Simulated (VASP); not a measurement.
Set up this calculation in VASP 6.6.1, as the native input.

```yaml
Task: single point
Functional: HSE06
Potentials_or_basis: VASP PAW PBE potentials, release 64 (Mn_pv, Se, H)
Cutoff: 520 eV
k_mesh: 3 × 3 × 2
Occupations: fermi-dirac, width 0.1 eV
Spin: no spin polarisation
Dipole_correction: no
Exchange_at_q_=_0: truncated
Grid_for_exact_exchange_PRECFOCK: Fast
Screening_parameter: 0.2079 1/A
Further_INCAR_settings: ALGO = Normal; EDIFF = 1e-07; NBANDS = 22
```

Crystal: MnH2Se2.

```xyz
5
Lattice="2.0274 3.5116 0.0000 -2.0274 3.5116 0.0000 0.0000 0.0000 5.5895" Properties=species:S:1:pos:R:3 pbc="T T T"
Mn    0.0000    0.0000    0.0000
Se   -0.0002    2.3412    1.2632
Se    0.0002    4.6821    4.3263
H    -0.0002    2.3412    2.4929
H     0.0002    4.6821    3.0966
```

The cell was built by a generator and needn't be a form met in nature.

One way to write it, as run:

POSCAR

```
MnH2Se2
1.0
    2.0274440000      3.5116330000      0.0000000000
   -2.0274440000      3.5116330000      0.0000000000
    0.0000000000      0.0000000000      5.5895080000
Mn Se H
1 2 2
Direct
    0.0000000000      0.0000000000      0.0000000000
    0.3333000000      0.3334000000      0.2260000000
    0.6667000000      0.6666000000      0.7740000000
    0.3333000000      0.3334000000      0.4460000000
    0.6667000000      0.6666000000      0.5540000000
```

INCAR.step1

```
SYSTEM = MnH2Se2
PREC = Accurate ; ENCUT = 520
EDIFF = 1E-5 ; ISMEAR = -1
SIGMA = 0.1 ; LREAL = .False.
LASPH = .True. ; NELM = 100
ALGO = Normal ; ISIF = 2
LWAVE = .True. ; LCHARG = .False.
NBANDS = 22 ; GGA = PE
```

INCAR.step2

```
SYSTEM = MnH2Se2
PREC = Accurate ; ENCUT = 520
EDIFF = 1E-7 ; ISMEAR = -1
SIGMA = 0.1 ; LREAL = .False.
LASPH = .True. ; NELM = 100
ALGO = Normal ; ISIF = 2
LWAVE = .False. ; LCHARG = .False.
GGA = PE ; LHFCALC = .True.
HFSCREEN = 0.2079 ; PRECFOCK = Fast
NBANDS = 22 ; ISTART = 1
```

KPOINTS

```
Automatic mesh
0
Gamma
  3 3 2
  0 0 0
```

Potentials or basis: VASP PAW PBE potentials, release 64 (Mn_pv, Se, H).

Command:

```console
$ cat potpaw_PBE.64/Mn_pv/POTCAR potpaw_PBE.64/Se/POTCAR potpaw_PBE.64/H/POTCAR > POTCAR
$ cp INCAR.step1 INCAR
$ mpirun -np 1 vasp_std > vasp.out
$ cp INCAR.step2 INCAR
$ mpirun -np 1 vasp_std > vasp.out
```

Results of the run:

```json
{"Pressure": "8.2 GPa", "Largest force": "10.328 eV/Å", "Band gap on the k mesh": "none (metal or under the smearing width)"}
```

Caveat: the k mesh is coarse (spacing up to 0.60 Å⁻¹), so the values aren't converged, least of all with exact exchange; the PAW data sets were made with another functional, which shifts forces and pressure a little; the run has no spin polarisation, though such a crystal can be magnetic.

It took 19 min on 1 thread of Intel(R) Xeon(R) Platinum 8559C (Emerald Rapids) (shared host), peak memory 0.29 GiB.
